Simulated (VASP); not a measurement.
Data:

```
CELL_PARAMETERS angstrom
      0.00000     2.59081     2.59081
      2.59081     0.00000     2.59081
      2.59081     2.59081     0.00000
ATOMIC_POSITIONS crystal
  Be 0.00000 0.00000 0.00000
  Se 0.25000 0.25000 0.25000
```

Level of theory: PBE GGA, VASP's PBE PAW potentials (set 64) (plane waves; VASP). Numerical set-up: 520 eV cut-off, Gaussian smearing of 0.050 eV, potentials Be Se.

### Question
What does the run give for the band gap (along the path) with the smallest direct gap where there is one?

### Answer

The band gap (along the path) comes out as 2.67 eV and the smallest direct gap (along the path) is 4.21 eV.

The absolute energy has meaning only against runs of the same code, potentials and settings.

The compound is BeSe in the zinc blende structure. It was relaxed first.
